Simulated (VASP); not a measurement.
```yaml
crystal:
  lattice:
    - [0.00000, 1.91480, 1.91480]
    - [1.91480, 0.00000, 1.91480]
    - [1.91480, 1.91480, 0.00000]
  atoms:
    - { symbol: Rh, position: [0.00000, 0.00000, 0.00000] }
```

All values below come from optB88-vdW, VASP's PBE PAW potentials (set 64) (plane waves; VASP). Numerical set-up: 520 eV cut-off, Gaussian smearing of 0.050 eV, potentials Rh_pv.

**Question.** Give the energies of bands 4 to 9 at the high-symmetry points, in eV from the Fermi level.

**Answer.** 
```
band      Γ      X      U      L      W
----  -----  -----  -----  -----  -----
4     -7.70  -6.06  -5.29  -5.89  -4.80
5     -2.97  -5.72  -4.56  -3.05  -3.64
6     -2.97   0.51  -1.95  -3.05  -3.64
7     -2.97   0.95  -0.67   0.55  -1.16
8     -0.97   0.95   0.36   0.55   0.96
9     -0.97   3.37   7.82   0.93   9.56
```

It has no gap at this level: it comes out as a metal or semimetal.

The compound is Rh in the fcc structure. It was relaxed first.
